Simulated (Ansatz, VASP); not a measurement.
BPt: VASP beside Ansatz

```
B Pt
1.0
     3.22943    0.00000    0.00000
    -1.61471    2.79677    0.00000
     0.00000    0.00000    5.26127
B Pt
2 2
Direct
  0.66667 0.33333 0.75000
  0.33333 0.66667 0.25000
  0.00000 0.00000 0.00000
  0.00000 0.00000 0.50000
```

The cell comes from a database or a generator and needn't be the stable form of this composition.

Alike in both runs: task single point; functional PBE; k mesh 12 × 12 × 6; occupations fermi-dirac, width 0.05 eV; no spin polarisation.

```csv
,VASP,Ansatz
version,VASP 6.6.1,Ansatz 0.2.0
potentials or method,"VASP PAW PBE potentials, release 64 (B, Pt), cutoff 520 eV","all-electron LAPW, scalar-relativistic"
```

Ansatz gave:

| Property | Result |
| --- | --- |
| pressure (GPa) | -1.1 |
| largest component of the traceless stress (GPa) | 0.14 |

**Question.** Estimate VASP's values.

**Answer.** Pressure (GPa): -1.3; largest component of the traceless stress (GPa): 0.39.

Ansatz ran all-electron here, so the differences hold the error of VASP's frozen core and of both bases.

The runs have no spin-orbit coupling, so splittings on Pt are missing.
